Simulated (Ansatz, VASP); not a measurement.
## HfCl6 in VASP and in Ansatz

```xyz
7
Lattice="7.0260 0.0000 0.0000 0.0000 7.0260 0.0000 0.0000 0.0000 7.0260" Properties=species:S:1:pos:R:3 pbc="T T T"
Hf    0.0000    0.0000    0.0000
Cl    1.0551    3.5130    3.5130
Cl    3.5130    3.5130    5.9709
Cl    3.5130    3.5130    1.0551
Cl    3.5130    1.0551    3.5130
Cl    3.5130    5.9709    3.5130
Cl    5.9709    3.5130    3.5130
```

Change from the starting cell: species swapped into the CaB6 type (Pm-3m, No. 221).

Alike in both runs: functional PBE; k mesh 6 × 6 × 6; occupations gaussian, width 0.1 eV; no spin polarisation.

Ansatz relaxed the structure, and its values are those at the end. VASP's run is a single point on that final structure, the one shown.

```csv
,VASP,Ansatz
version,VASP 6.6.1,Ansatz 0.2.0
potentials or method,"VASP PAW PBE potentials, release 64 (Hf_pv, Cl)","scalar-relativistic, plane waves, PAW"
plane-wave cutoff (eV),520,420
valence electrons in the cell,52,68
```

Ansatz gave:

```
gap on the k mesh at the Fermi level (eV) : none
pressure (GPa)                            : 0.0
rms of the force components (eV/Å)        : 0.002
```

**Question.** Estimate VASP's values.

**Answer.** gap on the k mesh at the Fermi level (eV): none; pressure (GPa): -0.1; rms of the force components (eV/Å): 0.063.

A gap of «none» marks a metal or a gap that the smearing closes. With one functional, cell and mesh, what is left measures potentials, basis and numerics. The two sets of potentials don't hold the same shells in valence.

The runs have no spin-orbit coupling, so splittings on Hf are missing.
